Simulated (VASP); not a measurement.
# CaBr (P-6m2) in VASP: further runs

One crystal, CaBr, is run at these levels: PBE; tasks: single point.

Program: VASP 6.6.1. These are calculated values, not measurements. Logs are shortened: lines on timing, memory, paths and dates and some standing lists are left out, and cuts for length are marked.

**1. The structure**

Symmetry: P-6m2, No. 187, hexagonal system. Conventional cell: a = 3.917 Å, b = 3.917 Å, c = 4.341 Å, α = 90.00°, β = 90.00°, γ = 120.00°. Ca (site symmetry -6m2) has 6 Br at 3.13 Å as nearest neighbours. Around Br (site symmetry -6m2) lie 6 Ca at 3.13 Å.

The cell comes from a database or a generator and needn't be the stable form of this composition.

**2. Single point, PBE**

INCAR

```
SYSTEM = CaBr
ALGO = Normal ; EDIFF = 1E-6
ENCUT = 520 ; GGA = PE
ISIF = 2 ; ISMEAR = 0
LASPH = .True. ; LCHARG = .False.
LREAL = .False. ; LWAVE = .False.
NBANDS = 16 ; NELM = 100
PREC = Accurate ; SIGMA = 0.1
```

KPOINTS

```
k-points
0
Gamma
  6 6 4
  0 0 0
```

POSCAR

```
CaBr
1.0
    3.9170223818      0.0000000000      0.0000000000
   -1.9585111909      3.3922408898      0.0000000000
    0.0000000000      0.0000000000      4.3410340000
Ca Br
1 1
Direct
    0.0000000000      0.0000000000      0.0000000000
    0.3333333300      0.6666666700      0.5000000000
```

Potentials or basis: VASP PAW PBE potentials, release 64 (Ca_sv, Br).

On the command line:

```sh
$ cat potpaw_PBE.64/Ca_sv/POTCAR potpaw_PBE.64/Br/POTCAR > POTCAR
$ mpirun -np 1 vasp_std > vasp.out
```

OUTCAR:

```text
SYSTEM = CaBr
   EDIFF = 1E-6
   ENCUT = 520
   GGA = PE
   ISIF = 2
   ISMEAR = 0
   LASPH = .True.
   LREAL = .False.
   NELM = 100
   PREC = Accurate

 ion  position               nearest neighbor table
   1  0.000  0.000  0.000-
   2  0.333  0.667  0.500-

  LATTYP: Found a hexagonal cell.
 ALAT       =     3.9170223818
 C/A-ratio  =     1.1082484543

  Lattice vectors:

 A1 = (   3.9170223818,   0.0000000000,   0.0000000000)
 A2 = (  -1.9585111909,   3.3922408898,   0.0000000000)
 A3 = (   0.0000000000,   0.0000000000,   4.3410340000)

Analysis of symmetry for initial positions (statically):
=====================================================================
 Subroutine PRICEL returns:
 Original cell was already a primitive cell.

 Routine SETGRP: Setting up the symmetry group for a
 hexagonal supercell.

 Subroutine GETGRP returns: Found 12 space group operations
 (whereof 12 operations were pure point group operations)
 out of a pool of 24 trial point group operations.

The static configuration has the point symmetry D_3h.

Analysis of symmetry for dynamics (positions and initial velocities):
=====================================================================
 Subroutine PRICEL returns:
 Original cell was already a primitive cell.

 Routine SETGRP: Setting up the symmetry group for a
 hexagonal supercell.

 Subroutine GETGRP returns: Found 12 space group operations
 (whereof 12 operations were pure point group operations)
 out of a pool of 24 trial point group operations.

The dynamic configuration has the point symmetry D_3h.

 Subroutine INISYM returns: Found 12 space group operations
 (whereof 12 operations are pure point group operations),
 and found     1 'primitive' translations

----------------------------------------------------------------------------------------

                                     Primitive cell

  volume of cell :      57.6814

  direct lattice vectors                    reciprocal lattice vectors
     3.917022382  0.000000000  0.000000000     0.255295963  0.147395193  0.000000000
    -1.958511191  3.392240890  0.000000000     0.000000000  0.294790386  0.000000000
     0.000000000  0.000000000  4.341034000     0.000000000  0.000000000  0.230359864

  length of vectors
     3.917022382  3.917022382  4.341034000     0.294790386  0.294790386  0.230359864

  position of ions in fractional coordinates (direct lattice)
     0.000000000  0.000000000  0.000000000
     0.333333330  0.666666670  0.500000000

  ion indices of the primitive-cell ions
   primitive index   ion index
                 1           1
                 2           2

----------------------------------------------------------------------------------------

 KPOINTS: k-points

Automatic generation of k-mesh.
 Grid dimensions read from file:
 generate k-points for:    6    6    4

 Generating k-lattice:

  Cartesian coordinates                     Fractional coordinates (reciprocal lattice)
     0.042549327  0.024565865  0.000000000     0.166666667  0.000000000  0.000000000
     0.000000000  0.049131731  0.000000000     0.000000000  0.166666667  0.000000000
     0.000000000  0.000000000  0.057589966     0.000000000  0.000000000  0.250000000

  Length of vectors
     0.049131731  0.049131731  0.057589966

  Shift w.r.t. Gamma in fractional coordinates (k-lattice)
     0.000000000  0.000000000  0.000000000

 Subroutine IBZKPT returns following result:
 ===========================================

 Found     21 irreducible k-points:

 Following reciprocal coordinates:
            Coordinates               Weight
  0.000000  0.000000  0.000000      1.000000
  0.166667 -0.000000  0.000000      6.000000
  0.333333  0.000000  0.000000      6.000000
  0.500000  0.000000  0.000000      3.000000
  0.166667  0.166667  0.000000      6.000000
  0.333333  0.166667  0.000000     12.000000
[... 13 lines left out ...]
  0.333333  0.166667  0.500000     12.000000
  0.333333  0.333333  0.500000      2.000000
   k-points           NKPTS =     21   k-points in BZ     NKDIM =     21   number of bands    NBANDS=     16
   number of dos      NEDOS =    301   number of ions     NIONS =      2
   total plane-waves  NPLWV =  28800
   dimension x,y,z NGX =    30 NGY =   30 NGZ =   32
   dimension x,y,z NGXF=    60 NGYF=   60 NGZF=   64
   ions per type =               1   1
   NGX,Y,Z   is equivalent  to a cutoff of  12.73, 12.73, 12.25 a.u.
   NGXF,Y,Z  is equivalent  to a cutoff of  25.47, 25.47, 24.51 a.u.
 SYSTEM =  CaBr
   PREC   = accura    normal or accurate (medium, high low for compatibility)
   ISTART =      0    job   : 0-new  1-cont  2-samecut
   ICHARG =      2    charge: 1-file 2-atom 10-const
   ISPIN  =      1    spin polarized calculation?
   LNONCOLLINEAR =      F non collinear calculations
   LSORBIT =      F    spin-orbit coupling
   LASPH  =      T    aspherical Exc in radial PAW
   ENCUT  =  520.0 eV  38.22 Ry    6.18 a.u.   7.28  7.28  8.07*2*pi/ulx,y,z
   NELM   =    100;   NELMIN=  2; NELMDL= -5     # of ELM steps
   EDIFF  = 0.1E-05   stopping-criterion for ELM
   LREAL  =      F    real-space projection
   EDIFFG = 0.1E-04   stopping-criterion for IOM
   NSW    =      0    number of steps for IOM
   IBRION =     -1    ionic relax: 0-MD 1-quasi-New 2-CG
   NFREE  =      0    steps in history (QN), initial steepest desc. (CG)
   ISIF   =      2    stress and relaxation
   ISYM   =      2    0-nonsym 1-usesym 2-fastsym
   POTIM  = 0.5000    time-step for ionic-motion
   TEBEG  =    0.0;   TEEND  =   0.0 temperature during run
   PSTRESS=    0.0 pullay stress
   NELECT =      17.0000    total number of electrons
   NUPDOWN=      -1.0000    fix difference up-down
   EMIN   =  10.00;   EMAX   =-10.00  energy-range for DOS
   EFERMI =   0.00;   METHOD = LEGACY
   ISMEAR =     0;   SIGMA  =   0.10  broadening in eV -4-tet -1-fermi 0-gaus
   EFERMI_NEDOS =   21; number of points for ismear=-14 and -15
   IALGO  =     38    algorithm
   IMIX   =      4    mixing-type and parameters
     AMIX     =   0.40;   BMIX     =  1.00
     AMIX_MAG =   1.60;   BMIX_MAG =  1.00
  volume/ion in A,a.u.               =      28.84       194.63
  Fermi-wavevector in a.u.,A,eV,Ry     =   1.089463  2.058787 16.149159  1.186930
  Thomas-Fermi vector in A             =   2.225667
   LORBIT       =      0    0 simple, 1 ext, 2 COOP (PROOUT), +10 PAW based schemes
   GGA     = PE    functional components
   LHFCALC =     F    Hartree Fock is set to
   AEXX    =    0.0000 exact exchange contribution
   IVDW    =     0    specifies the selected vdW correction
   LEPSILON=     F    determine dielectric tensor
   LRPA    =     F    only Hartree local field effects (RPA)
 non-spin polarized calculation
 Gauss-broadening in eV      SIGMA  =   0.10
  energy-cutoff  :      520.00
  volume of cell :       57.68
 maximum number of plane-waves:      1576
 NGX is ok and might be reduce to    30
   NGX = 15   NGY = 15   NGZ = 17

 number of electron      16.9999998 magnetization

 Free energy of the ion-electron system (eV)
  ---------------------------------------------------
  ext. energy  EPLUGINS =         0.00000000
  ---------------------------------------------------
  free energy    TOTEN  =        -6.04155129 eV

  energy without entropy =       -6.02673158  energy(sigma->0) =       -6.03414143

 E-fermi :   4.6463     XC(G=0):  -8.8087

 val. band max:        4.6117813182   @ k =   0.5000   0.0000   0.2500
 cond. band min:       4.6996674797   @ k =   0.1667   0.1667   0.2500
 fundamental gap:      0.0878861616
 Fermi energy:         4.6462899938

 k-point     1 :       0.0000    0.0000    0.0000
  band No.  band energies     occupation
      1     -37.7413      2.00000
      2     -18.8064      2.00000
      3     -18.6910      2.00000
      4     -18.6910      2.00000
      5     -12.9551      2.00000
      6      -0.8936      2.00000
[... 8 lines left out ...]
     15      10.6300      0.00000
     16      11.2558      0.00000

 k-point     2 :       0.1667   -0.0000    0.0000
  band No.  band energies     occupation
      1     -37.7388      2.00000
      2     -18.8014      2.00000
      3     -18.7245      2.00000
      4     -18.6980      2.00000
      5     -12.8654      2.00000
      6      -0.8819      2.00000
[... 8 lines left out ...]
     15      10.2846      0.00000
     16      11.6949      0.00000

 k-point     3 :       0.3333    0.0000    0.0000
  band No.  band energies     occupation
      1     -37.7340      2.00000
      2     -18.7914      2.00000
      3     -18.7899      2.00000
      4     -18.7119      2.00000
      5     -12.6794      2.00000
      6      -1.8001      2.00000
[... 8 lines left out ...]
     15      10.2058      0.00000
     16      11.0279      0.00000

 k-point     4 :       0.5000    0.0000    0.0000
  band No.  band energies     occupation
      1     -37.7316      2.00000
      2     -18.8220      2.00000
      3     -18.7864      2.00000
      4     -18.7189      2.00000
      5     -12.5826      2.00000
      6      -2.2425      2.00000
[... 8 lines left out ...]
     15       9.2352      0.00000
     16      11.0628      0.00000
[... 267 lines left out ...]
 k-point    19 :       0.1667    0.1667    0.5000
  band No.  band energies     occupation
      1     -37.7339      2.00000
      2     -18.8396      2.00000
      3     -18.7552      2.00000
      4     -18.7104      2.00000
      5     -12.6438      2.00000
      6      -1.9160      2.00000
[... 8 lines left out ...]
     15       9.4388      0.00000
     16      10.8623      0.00000

 k-point    20 :       0.3333    0.1667    0.5000
  band No.  band energies     occupation
      1     -37.7304      2.00000
      2     -18.8216      2.00000
      3     -18.7889      2.00000
      4     -18.7299      2.00000
      5     -12.5706      2.00000
      6      -1.6704      2.00000
[... 8 lines left out ...]
     15       9.1343      0.00000
     16       9.7010      0.00000

 k-point    21 :       0.3333    0.3333    0.5000
  band No.  band energies     occupation
      1     -37.7292      2.00000
      2     -18.8157      2.00000
      3     -18.7725      2.00000
      4     -18.7641      2.00000
      5     -12.5451      2.00000
      6      -1.5349      2.00000
[... 8 lines left out ...]
     15       8.9610      0.00000
     16      10.6304      0.00000

------------------------ aborting loop because EDIFF is reached ----------------------------------------

  FORCE on cell =-STRESS in cart. coord.  units (eV):
  Direction    XX          YY          ZZ          XY          YZ          ZX
  --------------------------------------------------------------------------------------
  -------------------------------------------------------------------------------------
  Total        0.0752029      0.0752029      0.3929382      0.0000000      0.0000000      0.0000000
  in kB        2.0888609      2.0888609     10.9143751      0.0000000      0.0000000      0.0000000
  external PRESSURE =       5.0306989 kB  Pullay stress =       0.0000000 kB

 VOLUME and BASIS-vectors are now :
 -----------------------------------------------------------------------------
  energy-cutoff  :      520.00
  volume of cell :       57.68
      direct lattice vectors                 reciprocal lattice vectors
     3.917022382  0.000000000  0.000000000     0.255295963  0.147395193  0.000000000
    -1.958511191  3.392240890  0.000000000     0.000000000  0.294790386  0.000000000
     0.000000000  0.000000000  4.341034000     0.000000000  0.000000000  0.230359864

 POSITION                                       TOTAL-FORCE (eV/Angst)
 -----------------------------------------------------------------------------------
      0.00000      0.00000      0.00000        -0.000000     -0.000000      0.000000
     -0.00000      2.26149      2.17052         0.000000      0.000000      0.000000
 -----------------------------------------------------------------------------------
    total drift:                                0.000013     -0.000007     -0.000000

  FREE ENERGIE OF THE ION-ELECTRON SYSTEM (eV)
  ---------------------------------------------------
  free  energy   TOTEN  =        -6.0415512880 eV

  energy  without entropy=       -6.0267315804  energy(sigma->0) =       -6.03414143
```

It took 7.3 s on 1 thread of Intel Xeon 6975P-C (Granite Rapids), shared host; peak memory 0.17 GiB.

What came out:

```
Free energy            : -6.0416 eV
Pressure               : 0.5 GPa
Band gap on the k mesh : none (metal or under the smearing width)
```

Caveat: the k mesh is coarse (spacing up to 0.36 Å⁻¹), so the values aren't converged; an odd number of electrons without spin polarisation forces a metal; a magnetic or distorted state may lie lower.

**3. Single point, PBE**

INCAR

```
ALGO     = Fast           # electronic algorithm
EDIFF    = 1E-6           # SCF threshold, eV
ENCUT    = 520            # plane-wave cutoff, eV
GGA      = PE             # functional
ISIF     = 2              # what is computed and relaxed
ISMEAR   = 0              # smearing method
LASPH    = T              # aspherical terms in the spheres
LCHARG   = T              # write CHGCAR
LELF     = T              # ELF
LREAL    = F              # projectors in reciprocal space
LVHAR    = T            
LWAVE    = F              # write WAVECAR
NBANDS   = 16             # bands
NELM     = 100            # most SCF steps
PREC     = Accurate       # precision mode
SIGMA    = 0.1            # smearing width, eV
```

KPOINTS

```
k-points
0
Gamma
  6 6 3
```

Edit POSCAR of step 2 so:

```diff
@@ -9,2 +9,2 @@
     0.0000000000      0.0000000000      0.0000000000
-    0.3333333300      0.6666666700      0.5000000000
+    0.3333333333      0.6666666667      0.5000000000
```

Potentials or basis: VASP PAW PBE potentials, release 64 (Ca_sv, Br).

On the command line:

```sh
$ cat potpaw_PBE.64/Ca_sv/POTCAR potpaw_PBE.64/Br/POTCAR > POTCAR
$ mpirun -np 1 vasp_std > vasp.out
```

It took 7.5 s on 1 thread of Intel Xeon 6975P-C (Granite Rapids), shared host; peak memory 0.17 GiB.

Results (log left out):

```yaml
Free_energy: -6.0325 eV
Pressure: -0.2 GPa
Band_gap_on_the_k_mesh: none (metal or under the smearing width)
```

Stress tensor (GPa, compression positive):
```
 0.03  0.00  0.00
 0.00  0.03  0.00
 0.00  0.00 -0.61
```

Levels at points of the mesh, in eV from the Fermi level:
```tsv
k point	band 4	band 5	band 6	band 7	band 8	band 9	band 10	band 11	band 12	band 13
(0.00, 0.00, 0.00)	-23.36	-17.71	-5.65	-4.67	-4.67	-1.88	0.48	2.27	2.27	2.77
(0.50, 0.00, 0.00)	-23.39	-17.34	-6.98	-5.59	-5.04	-0.15	1.13	2.25	2.36	2.85
```

Caveat: the k mesh is coarse (spacing up to 0.48 Å⁻¹), so the values aren't converged; an odd number of electrons without spin polarisation forces a metal; a magnetic or distorted state may lie lower.
